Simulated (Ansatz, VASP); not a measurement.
# Cross-check of Bi (Bismuth) between VASP and Ansatz

Wanted: the spread between two codes on one cell, functional and k mesh. The cell is taken from a series of runs on this material, whose earlier steps may have relaxed, scaled, displaced or heated it; both programs get it as it stands.

Method: plane waves, with VASP 6.6.1 beside it; zone-centre phonons at LDA, in Ansatz 0.2.0.

## (1) Starting point

Symmetry: R-3m, No. 166, trigonal system. The conventional cell has a = 4.528 Å, b = 4.528 Å, c = 11.782 Å, α = 90.00°, β = 90.00°, γ = 120.00°. Nearest to Bi lie 3 Bi at 3.07 Å.

## (2) VASP: zone-centre phonons, LDA

Second derivatives magnify differences that forces hide, and they need a tight electronic threshold.

Lines of VASP's logs that name or quote its potential files are left out, and so is its time.

INCAR reads:

```
SYSTEM = Bi
PREC = Accurate
ENCUT = 500
EDIFF = 1E-08
NELM = 120
ISMEAR = 1
SIGMA = 0.2
LREAL = .FALSE.
ALGO = Normal
GGA = CA
NBANDS = 21
LORBIT = 11
LWAVE = .FALSE.
LCHARG = .FALSE.
ISIF = 2
IBRION = 8
LASPH = .TRUE.
GGA_COMPAT = .FALSE.
KPAR = 2
```

POSCAR reads:

```
Bi
1.0
    2.2638982843      1.3070622839      3.9273559665
   -2.2638982843      1.3070622839      3.9273559665
    0.0000000000     -2.6141245678      3.9273559665
Bi
2
Direct
    0.2350827430      0.2350827430      0.2350827430
    0.7649172570      0.7649172570      0.7649172570
```

KPOINTS reads:

```
Automatic mesh
0
Gamma
12 12 12
0 0 0
```

PAW data sets: Bi_d (LDA family, release 64).

Launch:

```bash
mpirun -np 2 vasp_std
```

Numbers of over 12 decimals in the logs are rounded to 6 here.

Output:

```text
[banner, memory and clock lines left out]
running    2 mpi-ranks, on    1 nodes
 distrk:  each k-point on    1 cores,    2 groups
 distr:  one band on    1 cores,    1 groups

 POSCAR found type information on POSCAR Bi
 POSCAR found :  1 types and       2 ions
 LDA part: xc-table for (Slater(with rela. corr.)+CA(PZ))
 , standard interpolation
 POSCAR, INCAR and KPOINTS ok, starting setup
 FFT: planning ... GRIDC
 FFT: planning ... GRID_SOFT
 FFT: planning ... GRID
 WAVECAR not read
 entering main loop
       N       E                     dE             d eps       ncg     rms          rms(c)
DAV:   1     0.301691001410E+03    0.30169E+03   -0.16115E+04  7938   0.168E+03
DAV:   2     0.164249446308E+02   -0.28527E+03   -0.27886E+03  8033   0.438E+02
DAV:   3    -0.823620396330E+01   -0.24661E+02   -0.24302E+02  9484   0.146E+02
DAV:   4    -0.909422550418E+01   -0.85802E+00   -0.85749E+00  9384   0.302E+01
DAV:   5    -0.913531976061E+01   -0.41094E-01   -0.41093E-01 11354   0.589E+00    0.107E+00
DAV:   6    -0.912036280611E+01    0.14957E-01   -0.19601E-02 10262   0.153E+00    0.623E-01
DAV:   7    -0.911354755264E+01    0.68153E-02   -0.13006E-02  9836   0.127E+00    0.104E-01
DAV:   8    -0.911349054612E+01    0.57007E-04   -0.13786E-03  9111   0.460E-01    0.174E-02
DAV:   9    -0.911349649398E+01   -0.59479E-05   -0.62189E-05 12012   0.648E-02    0.785E-03
DAV:  10    -0.911349630648E+01    0.18750E-06   -0.26006E-06  9823   0.115E-02    0.145E-03
DAV:  11    -0.911349635032E+01   -0.43839E-07   -0.19654E-07 10308   0.380E-03    0.612E-04
DAV:  12    -0.911349635635E+01   -0.60322E-08   -0.26923E-08  7806   0.128E-03
   1 F= -.91134964E+01 E0= -.91139762E+01  d E =0.143962E-02
 Linear response reoptimize wavefunctions to high precision
DAV:   1    -0.911349635552E+01    0.83492E-09   -0.55033E-09  6557   0.919E-04
DAV:   2    -0.911349635556E+01   -0.45475E-10   -0.62962E-10  5289   0.258E-04
 Linear response DOF=           2
 Linear response progress:
  Degree of freedom:   1/  2
       N       E                     dE             d eps       ncg     rms          rms(c)
RMM:   1    -0.331075574102E+00   -0.33108E+00    0.21883E-01 48430   0.841E+00
RMM:   2    -0.339787413616E+00   -0.87118E-02   -0.20235E-02 62304   0.118E+00    0.421E-02
RMM:   3    -0.339998956063E+00   -0.21154E-03   -0.17168E-03 67043   0.331E-01    0.240E-02
RMM:   4    -0.339890405897E+00    0.10855E-03   -0.13546E-04 69309   0.101E-01    0.564E-03
RMM:   5    -0.339896893738E+00   -0.64878E-05   -0.18513E-05 64760   0.323E-02    0.236E-03
RMM:   6    -0.339904785046E+00   -0.78913E-05   -0.45365E-06 67928   0.145E-02    0.934E-04
RMM:   7    -0.339906143912E+00   -0.13589E-05   -0.21476E-06 67959   0.461E-03    0.344E-04
RMM:   8    -0.339902749805E+00    0.33941E-05   -0.45469E-07 68992   0.166E-03    0.987E-05
RMM:   9    -0.339901499840E+00    0.12500E-05    0.18185E-07 69147   0.720E-04    0.394E-05
RMM:  10    -0.339901187094E+00    0.31275E-06   -0.21279E-07 71191   0.346E-04    0.125E-05
RMM:  11    -0.339901262044E+00   -0.74950E-07    0.33542E-08 71592   0.202E-04    0.118E-05
RMM:  12    -0.339901032652E+00    0.22939E-06    0.69315E-08 68652   0.127E-04    0.521E-06
RMM:  13    -0.339900966479E+00    0.66173E-07    0.13061E-08 72205   0.898E-05    0.205E-06
RMM:  14    -0.339900917885E+00    0.48594E-07    0.11900E-08 73759   0.726E-05    0.923E-07
RMM:  15    -0.339900890695E+00    0.27190E-07    0.10199E-09 78998   0.654E-05    0.100E-07
RMM:  16    -0.339900893471E+00   -0.27754E-08   -0.53030E-11 74942   0.616E-05    0.204E-07
 first order change of Fermi-energy  -0.16138E-04
 force on displaced ion       1 direction 1 :  -1.831   0.000   0.000
 Linear response progress:
  Degree of freedom:   2/  2
       N       E                     dE             d eps       ncg     rms          rms(c)
RMM:   1    -0.332158151120E+00   -0.33216E+00    0.25048E-01 10543   0.852E+00
RMM:   2    -0.340792099919E+00   -0.86339E-02   -0.19410E-02 13570   0.117E+00    0.385E-02
RMM:   3    -0.340899406826E+00   -0.10731E-03   -0.16106E-03 14640   0.322E-01    0.215E-02
RMM:   4    -0.340716107445E+00    0.18330E-03   -0.13746E-04 14785   0.104E-01    0.577E-03
RMM:   5    -0.340727251642E+00   -0.11144E-04   -0.16626E-05 15151   0.314E-02    0.336E-03
RMM:   6    -0.340738430345E+00   -0.11179E-04   -0.26178E-06 14142   0.137E-02    0.781E-04
RMM:   7    -0.340740213969E+00   -0.17836E-05   -0.38042E-07 14797   0.461E-03    0.551E-04
RMM:   8    -0.340739262787E+00    0.95118E-06   -0.24148E-08 13098   0.171E-03    0.825E-05
RMM:   9    -0.340738942690E+00    0.32010E-06    0.20433E-08 15323   0.788E-04    0.527E-05
RMM:  10    -0.340738801417E+00    0.14127E-06    0.12085E-08 14599   0.298E-04    0.351E-05
RMM:  11    -0.340738762587E+00    0.38831E-07   -0.32532E-09 14282   0.165E-04    0.741E-06
RMM:  12    -0.340738809676E+00   -0.47089E-07   -0.11245E-08 15736   0.107E-04    0.219E-06
RMM:  13    -0.340738816914E+00   -0.72380E-08   -0.37127E-09 15733   0.741E-05    0.918E-07
 first order change of Fermi-energy   0.13827E+00
 force on displaced ion       1 direction 3 :   0.000   0.000  -3.943
 Linear response finished
```

From OUTCAR (step 2):

```text
ion  position               nearest neighbor table
   1  0.235  0.235  0.235-   2 3.07   2 3.07   2 3.07   2 3.49   2 3.49   2 3.49
   2  0.765  0.765  0.765-   1 3.07   1 3.07   1 3.07   1 3.49   1 3.49   1 3.49

  LATTYP: Found a trigonal (rhomboedric) cell.
 ALAT       =     4.7178143396
 COS(alpha) =     0.5394655486

 Subroutine GETGRP returns: Found 12 space group operations
 (whereof 12 operations were pure point group operations)

The static configuration has the point symmetry D_3d.

 Found    189 irreducible k-points:

   k-points           NKPTS =    189   k-points in BZ     NKDIM =    189   number of bands    NBANDS=     21

   dimension x,y,z NGX =    36 NGY =   36 NGZ =   36
   dimension x,y,z NGXF=    72 NGYF=   72 NGZF=   72

   ENCUT  =  500.0 eV  36.75 Ry    6.06 a.u.   8.60  8.60  8.60*2*pi/ulx,y,z

   NELECT =      30.0000    total number of electrons

 k-points in reciprocal lattice and weights: Automatic mesh
   0.00000000  0.00000000  0.00000000       0.001
   0.08333333  0.00000000  0.00000000       0.003
   0.16666667  0.00000000 -0.00000000       0.003
   0.25000000  0.00000000 -0.00000000       0.003
   0.33333333 -0.00000000  0.00000000       0.003
   0.41666667  0.00000000 -0.00000000       0.003
   0.50000000  0.00000000 -0.00000000       0.002
   0.08333333  0.08333333  0.00000000       0.003
   0.16666667  0.08333333 -0.00000000       0.007
[...]
-0.41666667  0.50000000  0.41666667       0.003
   0.50000000  0.50000000  0.50000000       0.001

 average (electrostatic) potential at core
       1-104.6321       2-104.6321

  Total       -0.5940208     -0.5940208     -0.6073420      0.0000000     -0.0000000      0.0000000
  in kB      -13.6492102    -13.6492102    -13.9552997      0.0000000     -0.0000000      0.0000000
  external PRESSURE =     -13.7512400 kB  Pullay stress =       0.0000000 kB

  energy-cutoff  :      500.00
  volume of cell :       69.73
      direct lattice vectors                 reciprocal lattice vectors
     2.263898284  1.307062284  3.927355966     0.220857979  0.127512414  0.084874744
    -2.263898284  1.307062284  3.927355966    -0.220857979  0.127512414  0.084874744
     0.000000000 -2.614124568  3.927355966     0.000000000 -0.255024827  0.084874744

 POSITION                                       TOTAL-FORCE (eV/Angst)
 -----------------------------------------------------------------------------------
      0.00000      0.00000      2.76976         0.000000     -0.000000      0.019328
      0.00000      0.00000      9.01231         0.000000      0.000000     -0.019328
 -----------------------------------------------------------------------------------
    total drift:                                0.000000      0.000000     -0.000000

 Eigenvectors and eigenvalues of the dynamical matrix
 ----------------------------------------------------

   1 f  =    3.036885 THz    19.081311 2PiTHz  101.299579 cm-1    12.559541 meV
             X         Y         Z           dx          dy          dz
      0.000000  0.000000  2.769761    -0.000000    0.000000    0.707107
      0.000000  0.000000  9.012307     0.000000   -0.000000   -0.707107

   2 f  =    2.069578 THz    13.003543 2PiTHz   69.033695 cm-1     8.559083 meV
             X         Y         Z           dx          dy          dz
      0.000000  0.000000  2.769761     0.000003   -0.707107    0.000000
      0.000000  0.000000  9.012307    -0.000003    0.707107   -0.000000

   3 f  =    2.069578 THz    13.003543 2PiTHz   69.033695 cm-1     8.559083 meV
             X         Y         Z           dx          dy          dz
      0.000000  0.000000  2.769761    -0.707107   -0.000003   -0.000000
      0.000000  0.000000  9.012307     0.707107    0.000003   -0.000000

   4 f  =    0.000000 THz     0.000000 2PiTHz    0.000001 cm-1     0.000000 meV
             X         Y         Z           dx          dy          dz
      0.000000  0.000000  2.769761     0.162547    0.167815    0.667395
      0.000000  0.000000  9.012307     0.162547    0.167815    0.667395

   5 f  =    0.000000 THz     0.000000 2PiTHz    0.000001 cm-1     0.000000 meV
             X         Y         Z           dx          dy          dz
      0.000000  0.000000  2.769761     0.644947    0.202057   -0.207886
      0.000000  0.000000  9.012307     0.644947    0.202057   -0.207886

   6 f/i=    0.000000 THz     0.000000 2PiTHz    0.000001 cm-1     0.000000 meV
             X         Y         Z           dx          dy          dz
      0.000000  0.000000  2.769761    -0.240046    0.656514   -0.106615
      0.000000  0.000000  9.012307    -0.240046    0.656514   -0.106615

 ELASTIC MODULI CONTR FROM IONIC RELAXATION (kBar)
 Direction    XX          YY          ZZ          XY          YZ          ZX
 --------------------------------------------------------------------------------
 XX        -161.6844     27.8557   -119.7825     -0.0000    196.0260      0.0000
 YY          27.8557   -161.6844   -119.7825      0.0000   -196.0260     -0.0000
 ZZ        -119.7825   -119.7825   -214.4213     -0.0000      0.0000      0.0000
 XY          -0.0000      0.0000     -0.0000    -94.7701      0.0000    193.6012
 YZ         196.0260   -196.0260      0.0000      0.0000   -405.4675     -0.0000
 ZX           0.0000     -0.0000      0.0000    193.6012     -0.0000   -395.4987
 --------------------------------------------------------------------------------
```

## (3) Ansatz: zone-centre phonons, LDA

Ansatz runs on its PAW soft_1 files.

The same cell, functional (in two slightly different forms), mesh and smearing now go to Ansatz, which takes its cutoff from its data sets.

input.yaml reads:

```yaml
crystal:
  lattice:
    - [2.2638982843, 1.3070622839, 3.9273559665]
    - [-2.2638982843, 1.3070622839, 3.9273559665]
    - [0.0, -2.6141245678, 3.9273559665]
  atoms:
    - { symbol: Bi, position: [0.235082743, 0.235082743, 0.235082743] }
    - { symbol: Bi, position: [0.764917257, 0.764917257, 0.764917257] }
kpoints:
  mp_grid: { grid: [12, 12, 12] }
hamiltonian:
  xc: lda
  pseudopotentials: { kind: paw, azcp: { folder: soft_1 }, xc_functional: pbe }
scf:
  occupations: { method: methfessel_paxton, width: 0.2 }
output:
  eigenvalues: true
phonons:
  method: dfpt
```

Launch:

```bash
ansatz run input.yaml --threads 4 --pin off --max-ram 10240MiB --backend cpu --events-out ev --progress --plain --runs-dir out
```

Output:

```text
Engine: ansatz 0.2.0, aarch64-unknown-linux-gnu
Pseudopotentials: kind: paw
Pseudopotential: Bi, paw, valence charge 15, recommended cutoff 420 eV (normal), soft_1/Bi.paw.azcp
Functional definition: SPW92
  exchange = slater_x
  correlation = pw_c
Crystal: 2 atoms, lattice volume = 69.728 Å³
Basis set: ecut = 420 eV, 1333 PW (Γ), exchange–correlation on 64×64×64 points (8 copies of the dense FFT grid, shifted against one another)
Bands: 19, of which v1, the nominal top of the filled ones, is band 15 counted from 1 (14 counted from 0)
Symmetry: 12 space group operations
k-points: 476 of 1728 (irreducible under 2 space group operations, time reversal used)
Non-local potential: Bi, projectors of the file, l = 0: 2, l = 1: 2, l = 2: 2, l = 3: 1
PAW form: soft (Blöchl's): semilocal exchange-correlation on the pseudo side does not see the compensation charge
PAW frozen core: Bi, regenerated for the run's functional, and the local potential with it (the file was generated under x = pbe(κ = 0.804, μ = 0.219515), c = pbe(β = 0.066725))
PAW one-centre angular grid: Bi, 590 points (default); XC on 64 Gauss nodes
Initial density: superposition of atomic densities (chi_scale 0.1, normalization cell)
Initial wavefunctions: pseudopotential atomic-orbital guess
Functional: x = slater, c = lda
SCF iter   1: F=—  HF=-24175.698335 eV  |F-HF|=—  |Δ(HF+E_count)|=         —  Δρ=1.16e-2  dr2=8.18e-2  ethr=3.10e-3  ⟨swp⟩=5.5  Hψ=43563  notcnv=0
preconditioner: auto → Kerker (q_TF=auto, 2.371 Å⁻¹)  [metal: Δε(μ)=0.034 eV  Ē_g=20.182 eV  σ=0.200 eV  W_gap=0.14  n_scr=14 (ndim 8)  ℏωp=24.4 eV  f_vac=0.000  D(μ)=0.22/eV (n_scr^D=0)]
SCF iter   2: F=—  HF=-24175.681386 eV  |F-HF|=—  |Δ(HF+E_count)|=   1.69e-2  S|Δr|=    0.00e0  Δρ=7.29e-3  dr2=3.48e-2  ethr=2.73e-4  ⟨swp⟩=1.0  Hψ=12852  notcnv=0
SCF iter   3: F=—  HF=-24175.673579 eV  |F-HF|=—  |Δ(HF+E_count)|=   7.81e-3  S|Δr|=    0.00e0  Δρ=1.01e-3  dr2=1.25e-3  ethr=1.16e-4  ⟨swp⟩=2.1  Hψ=16213  notcnv=0
SCF iter   4: F=—  HF=-24175.673387 eV  |F-HF|=—  |Δ(HF+E_count)|=   1.92e-4  S|Δr|=    0.00e0  Δρ=3.49e-4  dr2=1.32e-4  ethr=4.15e-6  ⟨swp⟩=3.0  Hψ=16192  notcnv=0
SCF iter   5: F=—  HF=-24175.673380 eV  |F-HF|=—  |Δ(HF+E_count)|=   6.80e-6  S|Δr|=    0.00e0  Δρ=1.61e-4  dr2=2.36e-5  ethr=4.41e-7  ⟨swp⟩=2.0  Hψ=15712  notcnv=0
SCF iter   6: F=—  HF=-24175.673372 eV  |F-HF|=—  |Δ(HF+E_count)|=   8.52e-6  S|Δr|=    0.00e0  Δρ=2.36e-5  dr2=5.67e-7  ethr=7.87e-8  ⟨swp⟩=2.0  Hψ=16188  notcnv=0
SCF iter   7: F=—  HF=-24175.673371 eV  |F-HF|=—  |Δ(HF+E_count)|=   9.34e-7  S|Δr|=    0.00e0  Δρ=5.59e-6  dr2=3.68e-8  ethr=1.89e-9  ⟨swp⟩=3.0  Hψ=16589  notcnv=0
SCF iter   8: F=—  HF=-24175.673371 eV  |F-HF|=—  |Δ(HF+E_count)|=   3.82e-9  S|Δr|=    0.00e0  Δρ=1.82e-6  dr2=3.83e-9  ethr=1.23e-10  ⟨swp⟩=2.2  Hψ=16245  notcnv=0
SCF iter   9: F=—  HF=-24175.673371 eV  |F-HF|=—  |Δ(HF+E_count)|=  8.91e-10  S|Δr|=    0.00e0  Δρ=3.21e-7  dr2=1.12e-10  ethr=1.28e-11  ⟨swp⟩=3.0  Hψ=16223  notcnv=0
SCF iter  10: F=—  HF=-24175.673371 eV  |F-HF|=—  |Δ(HF+E_count)|=  2.91e-11  S|Δr|=    0.00e0  Δρ=1.07e-7  dr2=1.84e-11  ethr=1.00e-12  ⟨swp⟩=6.0  Hψ=36115  notcnv=0
SCF iter  11: F=-24175.673371 eV  HF=-24175.673371 eV  |F-HF|=1.09e-11  |Δ(HF+E_count)|=    0.00e0  S|Δr|=    0.00e0  Δρ=4.92e-8  dr2=2.49e-12  ethr=1.00e-12  ⟨swp⟩=5.0  Hψ=34831  notcnv=0
SCF 1 converged in 11 iterations: F = -24175.673371 eV  dr2 = 2.49e-12
  greatest PAW one-centre occupation: 0.988 electrons in one spin orbital (limit 2), on the Bi atom at site 1 (counted from 0), in its partial waves of l = 2
DFPT response loops at Γ: preconditioner auto → Kerker (q_TF=auto, 2.371 Å⁻¹) (partly filled bands, converged f_vac=0.001); β = 1.00, the filter's whole step (`scf.mixing.beta` (0.50) is not read by the response loops under this deck's `scf.mixing.preconditioner`; to damp them name `kerker` or `kerker_dos`, under which they read `scf.mixing.beta`, and type it under 1.00, their step now; both keys bind the ground state too); Broyden in place of MSR1
SCF converged after 11 iterations
Stability not checked: this state was not tested for a lower state beside it, because cold or Methfessel-Paxton smearing, or corrected tetrahedra, fill the levels in a way that the test cannot read (fill_not_monotonic; see scf.lower_state_search)
Free energy (F): -24175.673371 eV
Harris-Foulkes:  -24175.673371 eV  (|F-HF|=1.09e-11)
Internal energy: -24175.674779 eV  (E = F + TS)
E sigma→0 (E₀):  -24175.673723 eV
Entropy (-TS):   0.001408 eV (0.704 meV/atom)
Fermi energy:    9.500331 eV
--- Per-component energies (eV) ---
  E_band       = -221.863251
  E_kinetic    = 510.213433
  E_local      = -2708.822105  (includes V_loc(G=0)·N_el)
  E_nonlocal   = 825.100881
  E_hartree    = 1005.353897
  E_xc         = -301.305091
  E_vxc        = -262.915046  (∫ρ·V_xc dr)
  E_paw        = -20705.149716  (= ΣΔE_a)
  E_vpaw       = -596.148656  (= ΣTr[D̂ρ^β])
  E_aug_tail   = 0.000439  (compensation charges beyond the density's cutoff)
  E_ewald      = -2801.056874
  E_core_change = -0.009642  (= ΣΔE_core)
  E_smearing   = 0.001408  (= −TS)
  E_closure    = 0.000000  (closes the sum)
  Σ components = -24175.673371   (vs F -24175.673371, Δ=0.00e0)
--- Band table (eV; the first three rows and the last of 476) ---
  k-point 0: bands = [... 11 lower, 1.9709, 8.0098, 8.3106, 8.3106, 12.1139, 12.5006, 12.5006, 15.1520]
  k-point 1: bands = [... 11 lower, 1.8170, 8.0456, 8.3081, 8.3112, 11.9917, 12.1650, 12.3295, 14.8467]
  k-point 2: bands = [... 11 lower, 1.3921, 8.1091, 8.3066, 8.3501, 11.3740, 11.7431, 11.9004, 14.5881]
  k-point 475: bands = [... 11 lower, -0.5525, 8.6238, 8.9666, 8.9666, 10.1572, 10.1572, 10.2084, 16.6164]
--- Phonons (Γ-DFPT): 2 representative perturbations + reference, on 476 of 1728 k-points (Σ response iterations 4) ---
  k mesh reduced under 2 symmetry operations, with k and −k counted as one. Each operation leaves every solved perturbation unchanged. A smaller set is not used because it would not reduce the number of displacements times k-points to solve
  ASR residual: 2.853e-4 → 0.000e0 eV/Å²; symmetrization residual: 2.743e-5 eV/Å²
  ASR residual per site (eV/Å²): 2.85e-4 2.85e-4
  Γ frequencies (cm⁻¹): 0.00 0.00 0.00 67.98 67.98 100.58
  non-analytic LO–TO correction: not included (Born effective charges unavailable; polar crystals: no LO–TO splitting at Γ)
```

The column dr2 measures how far the density is from self-consistency, as an energy; F and HF (Harris–Foulkes) agree once it is small.

## (4) Comparison

Known differences besides the potentials themselves: the two LDA forms differ slightly; the cutoff is 420 eV in Ansatz and 500 eV in VASP; VASP's log shows a relativistic correction to its local exchange, Ansatz's none. Total energies have different zeros and are not compared.

Compared:

```
                  quantity  Ansatz   VASP  difference
optical mode 1 to 2 (cm⁻¹)    68.0   69.0     -1.53 %
     optical mode 3 (cm⁻¹)   100.6  101.3     -0.71 %
```

Modes are paired by rising frequency, not by their patterns, so a pair may set unlike modes beside each other; they are those without the splitting of longitudinal modes.

## (5) What came out

| Property | Result |
| --- | --- |
| r.m.s. difference of the optical zone-centre modes, each program's sorted by frequency (zone-centre phonons, LDA) | 0.96 cm⁻¹ |
| difference in optical mode 1 to 2 (zone-centre phonons, LDA) | -1.5 % |

The r.m.s. difference of the optical zone-centre modes, each program's sorted by frequency is 0.96 cm⁻¹ (zone-centre phonons, LDA). Among the rows given in per cent, the largest difference of the zone-centre phonons, LDA pair is in optical mode 1 to 2, -1.5 %. Such differences can come from data sets, numerical settings and the points named under the comparisons, not from the functional's error against experiment.

[Lines on the potential files, build, host, timing and source positions are cut from VASP's logs without a mark.]

[Logs are printed without paths, hosts, clocks, repeated set-up lines and the standing remarks that a program may print on its own settings, such as how far it seeks lower states.]

[Hosts, paths, dates, database ids (printed as entryN), source tags and the programs' standing remarks are cut or masked in the printed files.]
